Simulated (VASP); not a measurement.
Input for VASP

INCAR:
```
! general
SYSTEM =LiNbO3
PREC   =Accurate
ENCUT  =520
LREAL  =.False.
LASPH  =.True.

! electronic loop
EDIFF  =1E-6
NELM   =100
ALGO   =Normal
LMAXMIX=4
LMIXTAU=.True.

! smearing
ISMEAR =0
SIGMA  =0.05

! functional
METAGGA=R2SCAN

! ions
IBRION =2
NSW    =60
ISIF   =3
EDIFFG =-0.02

! output
LWAVE  =.False.
LCHARG =.False.
```

File KPOINTS:
```
kpoints
0
Gamma
5 5 5
```

File POSCAR:
```
LiNbO3
1
    2.6028724439     1.5027693068     4.7255479831
   -2.6028724399     1.5027693136     4.7255479831
   -0.0000000039    -3.0055386204     4.7255479831
Li Nb O
2 2 6
Direct
  0.6425030469   0.6425030469   0.6425030469
  0.3574969531   0.3574969531   0.3574969531
  0.8564251280   0.8564251280   0.8564251280
  0.1435748720   0.1435748720   0.1435748720
  0.0446899814   0.4384079865   0.7829303702
  0.9553100186   0.5615920135   0.2170696298
  0.7829303702   0.0446899813   0.4384079865
  0.2170696298   0.9553100187   0.5615920135
  0.4384079865   0.7829303702   0.0446899814
  0.5615920135   0.2170696298   0.9553100186
```

POTCAR, in this order: Li_sv Nb_sv O (PBE.64 set). Program: vasp_std.

Question: Translate this r2SCAN calculation to Ansatz.

Answer: One equivalent input (not run):
Ansatz 0.2 input:
```yaml
crystal:
  lattice:
    - [2.6028724, 1.5027693, 4.7255480]
    - [-2.6028724, 1.5027693, 4.7255480]
    - [-0.0000000, -3.0055386, 4.7255480]
  atoms:
    - { symbol: Li, position: [0.6425030, 0.6425030, 0.6425030] }
    - { symbol: Li, position: [0.3574970, 0.3574970, 0.3574970] }
    - { symbol: Nb, position: [0.8564251, 0.8564251, 0.8564251] }
    - { symbol: Nb, position: [0.1435749, 0.1435749, 0.1435749] }
    - { symbol: O, position: [0.0446900, 0.4384080, 0.7829304] }
    - { symbol: O, position: [0.9553100, 0.5615920, 0.2170696] }
    - { symbol: O, position: [0.7829304, 0.0446900, 0.4384080] }
    - { symbol: O, position: [0.2170696, 0.9553100, 0.5615920] }
    - { symbol: O, position: [0.4384080, 0.7829304, 0.0446900] }
    - { symbol: O, position: [0.5615920, 0.2170696, 0.9553100] }
kpoints:
  mp_grid: { grid: [5, 5, 5] }
hamiltonian:
  xc: r2scan
  pseudopotentials: { kind: paw }
scf:
  occupations: { method: gaussian, width: 0.05 }
  max_iter: 100
relax:
  max_steps: 60
  f_tol: 0.02
  cell: {}
output: { forces: true, stress: true, eigenvalues: true }
```
The two are equivalent in intent, not identical: each code has its own PAW files, so the cut-off isn't converted (ENCUT is set for VASP's; basis.ecutwfc is left out, and Ansatz then takes the one that its files recommend); Ansatz stops its SCF on the density residual and VASP on the energy change (EDIFF).

The structure comes from a computed database's LiNbO3 entry (R-3); how it stands against other phases isn't given here. This run relaxes it. Symmetry was kept, so distortions that lower it aren't found. The start is the result of an earlier pass.
